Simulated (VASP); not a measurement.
PIr, 2 atoms in the cell. Symmetry: Fm-3m, No. 225, cubic system. The conventional cell has a = 5.026 Å, b = 5.026 Å, c = 5.026 Å, α = 90.00°, β = 90.00°, γ = 90.00°. Around Ir (site symmetry m-3m) lie 6 P at 2.51 Å. P (site symmetry m-3m) has 6 Ir at 2.51 Å as nearest neighbours. The cell comes from a database or a generator and needn't be the stable form of this composition. The cell isn't the ideal one: volume scaled by 1.06, PAW files.

* Program: VASP 6.6.1
* Task: electric field gradients
* Functional: PBE
* Potentials or basis: VASP PAW PBE potentials, release 64 (Ir, P)
* Cutoff: 520 eV
* k mesh: 13 × 13 × 13
* Occupations: fermi-dirac, width 0.05 eV
* Spin: no spin polarisation
* Dipole correction: no
* Further INCAR settings: ALGO = Normal; EDIFF = 1e-08; NBANDS = 14

Potentials or basis: VASP PAW PBE potentials, release 64 (Ir, P).

Command:

```sh
$ cat potpaw_PBE.64/Ir/POTCAR potpaw_PBE.64/P/POTCAR > POTCAR
$ mpirun -np 1 vasp_std > vasp.out
```

Hardware: 1 thread of Intel(R) Xeon(R) 6975P-C (Granite Rapids) (shared host).

Question: Estimate the wall time of this run.

Answer: Run time: 25 s on 1 thread of Intel(R) Xeon(R) 6975P-C (Granite Rapids) (shared host), peak memory 0.18 GiB. Counts: scf iterations 15, k points 84.
